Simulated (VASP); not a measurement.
# Nb3B5 (P-62m) in VASP: a series of runs

Runs on Nb3B5. Level: PBE. Tasks: single point, relaxation of cell and atoms.

All numbers are computed with VASP 6.6.1; they aren't measurements. Logs are shortened: lines on timing, memory, paths and dates and some standing lists are left out, and cuts for length are marked.

## Step 1: The structure

The structure is hexagonal, space group P-62m (No. 189). The conventional cell has a = 5.406 Å, b = 5.406 Å, c = 3.213 Å, α = 90.00°, β = 90.00°, γ = 120.00°. Around Nb (site symmetry m2m) lie 10 B at 2.40 to 2.43 Å. B (site symmetry -6) is surrounded by 3 B at 1.77 Å. B (site symmetry m2m) has 2 B at 1.77 Å as nearest neighbours.

The cell was built by a generator and needn't be a form met in nature.

## Step 2: Single point, PBE

Input file INCAR:

```
SYSTEM = Nb3B5
ALGO = Fast
EDIFF = 1E-5
ENCUT = 520
GGA = PE
ISIF = 2
ISMEAR = 0
KPAR = 4
LASPH = .TRUE.
LCHARG = .FALSE.
LREAL = Auto
LWAVE = .FALSE.
NBANDS = 37
NELM = 80
PREC = Normal
SIGMA = 0.15
```

Input file KPOINTS:

```
k-points
0
G
  5 5 7
  0 0 0
```

Input file POSCAR:

```
Nb3B5
1.0
    5.4058260000      0.0000000000      0.0000000000
   -2.7029130000      4.6815830000      0.0000000000
    0.0000000000      0.0000000000      3.2134200000
Nb B
3 5
Direct
    0.0000000000      0.6753220000      0.0000000000
    0.3246780000      0.3246780000      0.0000000000
    0.6753220000      0.0000000000      0.0000000000
    0.6666670000      0.3333330000      0.5000000000
    0.3333330000      0.6666670000      0.5000000000
    0.0000000000      0.3447180000      0.5000000000
    0.3447180000      0.0000000000      0.5000000000
    0.6552820000      0.6552820000      0.5000000000
```

Potentials or basis: VASP PAW PBE potentials, release 64 (Nb_sv, B).

Run with:

```
> cat potpaw_PBE.64/Nb_sv/POTCAR potpaw_PBE.64/B/POTCAR > POTCAR
> mpirun -np 4 vasp_std > vasp.out
```

OUTCAR:

```text
SYSTEM = Nb3B5
   EDIFF = 1E-5
   ENCUT = 520
   GGA = PE
   ISIF = 2
   ISMEAR = 0
   LASPH = .TRUE.
   LREAL = Auto
   NELM = 80
   PREC = Normal

 ion  position               nearest neighbor table
   1  0.000  0.675  0.000-   6 2.40   6 2.40   8 2.42   8 2.42   7 2.42   7 2.42   5 2.43   5 2.43
                             4 2.43   4 2.43   3 3.04   2 3.04
   2  0.325  0.325  0.000-   8 2.40   8 2.40   6 2.42   6 2.42   7 2.42   7 2.42   4 2.43   4 2.43
                             5 2.43   5 2.43   3 3.04   1 3.04
   3  0.675  0.000  0.000-   7 2.40   7 2.40   8 2.42   6 2.42   6 2.42   8 2.42   4 2.43   4 2.43
                             5 2.43   5 2.43   2 3.04   1 3.04
   4  0.667  0.333  0.500-   6 1.77   7 1.77   8 1.77   3 2.43   3 2.43   1 2.43   1 2.43   2 2.43
                             2 2.43
   5  0.333  0.667  0.500-   7 1.77   6 1.77   8 1.77   1 2.43   1 2.43   3 2.43   3 2.43   2 2.43
                             2 2.43
   6  0.000  0.345  0.500-   4 1.77   5 1.77   1 2.40   1 2.40   2 2.42   2 2.42   3 2.42   3 2.42

   7  0.345  0.000  0.500-   5 1.77   4 1.77   3 2.40   3 2.40   1 2.42   1 2.42   2 2.42   2 2.42

   8  0.655  0.655  0.500-   5 1.77   4 1.77   2 2.40   2 2.40   1 2.42   1 2.42   3 2.42   3 2.42

  LATTYP: Found a hexagonal cell.
 ALAT       =     5.4058260000
 C/A-ratio  =     0.5944364469

  Lattice vectors:

 A1 = (   5.4058260000,   0.0000000000,   0.0000000000)
 A2 = (  -2.7029130000,   4.6815830000,   0.0000000000)
 A3 = (   0.0000000000,   0.0000000000,   3.2134200000)

Analysis of symmetry for initial positions (statically):
=====================================================================
 Subroutine PRICEL returns:
 Original cell was already a primitive cell.

 Routine SETGRP: Setting up the symmetry group for a
 hexagonal supercell.

 Subroutine GETGRP returns: Found 12 space group operations
 (whereof 12 operations were pure point group operations)
 out of a pool of 24 trial point group operations.

The static configuration has the point symmetry D_3h.

Analysis of symmetry for dynamics (positions and initial velocities):
=====================================================================
 Subroutine PRICEL returns:
 Original cell was already a primitive cell.

 Routine SETGRP: Setting up the symmetry group for a
 hexagonal supercell.

 Subroutine GETGRP returns: Found 12 space group operations
 (whereof 12 operations were pure point group operations)
 out of a pool of 24 trial point group operations.

The dynamic configuration has the point symmetry D_3h.

 Subroutine INISYM returns: Found 12 space group operations
[... 113 lines left out ...]
   TEBEG  =    0.0;   TEEND  =   0.0 temperature during run
   PSTRESS=    0.0 pullay stress
   NELECT =      54.0000    total number of electrons
   NUPDOWN=      -1.0000    fix difference up-down
   EMIN   =  10.00;   EMAX   =-10.00  energy-range for DOS
   EFERMI =   0.00;   METHOD = LEGACY
   ISMEAR =     0;   SIGMA  =   0.15  broadening in eV -4-tet -1-fermi 0-gaus
   EFERMI_NEDOS =   21; number of points for ismear=-14 and -15
   IALGO  =     68    algorithm
   IMIX   =      4    mixing-type and parameters
     AMIX     =   0.40;   BMIX     =  1.00
     AMIX_MAG =   1.60;   BMIX_MAG =  1.00
  volume/ion in A,a.u.               =      10.17        68.60
  Fermi-wavevector in a.u.,A,eV,Ry     =   1.428232  2.698966 27.753785  2.039846
  Thomas-Fermi vector in A             =   2.548316
   LORBIT       =      0    0 simple, 1 ext, 2 COOP (PROOUT), +10 PAW based schemes
   GGA     = PE    functional components
   LHFCALC =     F    Hartree Fock is set to
   AEXX    =    0.0000 exact exchange contribution
   IVDW    =     0    specifies the selected vdW correction
   LEPSILON=     F    determine dielectric tensor
   LRPA    =     F    only Hartree local field effects (RPA)
 non-spin polarized calculation
 RMM-DIIS sequential band-by-band and
 Gauss-broadening in eV      SIGMA  =   0.15
  energy-cutoff  :      520.00
  volume of cell :       81.32
 maximum number of plane-waves:      2209
   NGX = 21   NGY = 21   NGZ = 11

 number of electron      54.0000005 magnetization

 Free energy of the ion-electron system (eV)
  ---------------------------------------------------
  ext. energy  EPLUGINS =         0.00000000
  ---------------------------------------------------
  free energy    TOTEN  =       -69.89193385 eV

  energy without entropy =      -69.87094088  energy(sigma->0) =      -69.88143736

 E-fermi :  10.8833     XC(G=0): -12.7947

 val. band max:       10.8286436694   @ k =   0.4000  -0.0000   0.1429
 cond. band min:      11.0560493788   @ k =   0.2000   0.2000   0.0000
 fundamental gap:      0.2274057095
 Fermi energy:        10.8833269604

 k-point     1 :       0.0000    0.0000    0.0000
  band No.  band energies     occupation
      1     -44.0661      2.00000
      2     -43.9741      2.00000
      3     -43.9741      2.00000
      4     -20.3508      2.00000
      5     -20.3247      2.00000
      6     -20.3246      2.00000
[... 789 lines left out ...]
     36      15.6856      0.00000
     37      16.3485      0.00000

------------------------ aborting loop because EDIFF is reached ----------------------------------------

  FORCE on cell =-STRESS in cart. coord.  units (eV):
  Direction    XX          YY          ZZ          XY          YZ          ZX
  --------------------------------------------------------------------------------------
  -------------------------------------------------------------------------------------
  Total        0.0472770      0.0472770     -0.1737885     -0.0000000      0.0000000      0.0000000
  in kB        0.9314044      0.9314045     -3.4238080     -0.0000000      0.0000000      0.0000000
  external PRESSURE =      -0.5203330 kB  Pullay stress =       0.0000000 kB

 VOLUME and BASIS-vectors are now :
 -----------------------------------------------------------------------------
  energy-cutoff  :      520.00
  volume of cell :       81.32
      direct lattice vectors                 reciprocal lattice vectors
     5.405826000  0.000000000  0.000000000     0.184985606  0.106801481  0.000000000
    -2.702913000  4.681583000  0.000000000     0.000000000  0.213602963  0.000000000
     0.000000000  0.000000000  3.213420000     0.000000000  0.000000000  0.311194926

 POSITION                                       TOTAL-FORCE (eV/Angst)
 -----------------------------------------------------------------------------------
     -1.82534      3.16158      0.00000        -0.038804      0.067210     -0.000000
      0.87758      1.52001      0.00000        -0.038804     -0.067210     -0.000000
      3.65067      0.00000      0.00000         0.077607      0.000000      0.000000
      2.70292      1.56053      1.60671         0.000000      0.000000      0.000000
     -0.00000      3.12106      1.60671         0.000000     -0.000000      0.000000
     -0.93174      1.61383      1.60671         0.011213     -0.019421      0.000000
      1.86349      0.00000      1.60671        -0.022425      0.000000      0.000000
      1.77117      3.06776      1.60671         0.011213      0.019421     -0.000000
 -----------------------------------------------------------------------------------
    total drift:                               -0.000000     -0.000000     -0.000000

  FREE ENERGIE OF THE ION-ELECTRON SYSTEM (eV)
  ---------------------------------------------------
  free  energy   TOTEN  =       -69.8919338493 eV

  energy  without entropy=      -69.8709408758  energy(sigma->0) =      -69.88143736
```

OSZICAR:

```text
N       E                     dE             d eps       ncg     rms          rms(c)
DAV:   1     0.557276604985E+03    0.55728E+03   -0.28877E+04  1480   0.150E+03
DAV:   2    -0.310071850995E+02   -0.58828E+03   -0.57210E+03  1753   0.573E+02
DAV:   3    -0.772298981112E+02   -0.46223E+02   -0.45641E+02  2696   0.123E+02
[... 17 lines left out ...]
RMM:  21    -0.698918892084E+02   -0.33707E-04   -0.39284E-04  2158   0.793E-02    0.564E-02
RMM:  22    -0.698919066432E+02   -0.17435E-04   -0.23171E-04  2063   0.663E-02    0.402E-02
RMM:  23    -0.698919177414E+02   -0.11098E-04   -0.14558E-04  2014   0.628E-02    0.185E-02
RMM:  24    -0.698919280266E+02   -0.10285E-04   -0.10531E-04  1814   0.541E-02    0.669E-03
RMM:  25    -0.698919338493E+02   -0.58227E-05   -0.62392E-05  1734   0.449E-02
   1 F= -.69891934E+02 E0= -.69881437E+02  d E =-.209930E-01
```

stdout:

```text
POSCAR found type information on POSCAR NbB
 POSCAR found :  2 types and       8 ions
 scaLAPACK will be used
 -----------------------------------------------------------------------------
|                                                                             |
|                                                                             |
|     You have a (more or less) 'small supercell' and for smaller cells       |
|     it is recommended to use the reciprocal-space projection scheme!        |
|     The real-space optimization is not efficient for small cells and it     |
|     is also less accurate ...                                               |
|     Therefore, set LREAL=.FALSE. in the INCAR file.                         |
|                                                                             |
 -----------------------------------------------------------------------------

 LDA part: xc-table for (Slater+PW92), standard interpolation
 POSCAR, INCAR and KPOINTS ok, starting setup
 FFT: planning ... GRIDC
 FFT: planning ... GRID_SOFT
 FFT: planning ... GRID
 WAVECAR not read
 entering main loop
```

It took 36 s on 4 MPI ranks of AMD EPYC 7R43 (Zen 3), shared host; peak memory 0.13 GiB.

Results:

```yaml
Free_energy: -69.8919 eV
Pressure: -0.1 GPa
Largest_force: 0.078 eV/Å
Band_gap_on_the_k_mesh: none (metal or under the smearing width)
```

Forces on the atoms (eV/Å):
```
Nb  -0.039  0.067  0.000
Nb  -0.039 -0.067  0.000
Nb   0.078  0.000  0.000
B    0.000  0.000  0.000
B    0.000  0.000  0.000
B    0.011 -0.019  0.000
B   -0.022  0.000  0.000
B    0.011  0.019  0.000
```

Stress tensor (GPa, compression positive):
```
 0.09  0.00  0.00
 0.00  0.09  0.00
 0.00  0.00 -0.34
```

Levels at points of the mesh, in eV from the Fermi level:
```tsv
k point	band 25	band 26	band 27	band 28	band 29	band 30
(0.00, 0.00, 0.00)	-2.28	-2.28	1.22	1.25	1.25	1.28
```

(Part 1 of 2 ends here.)
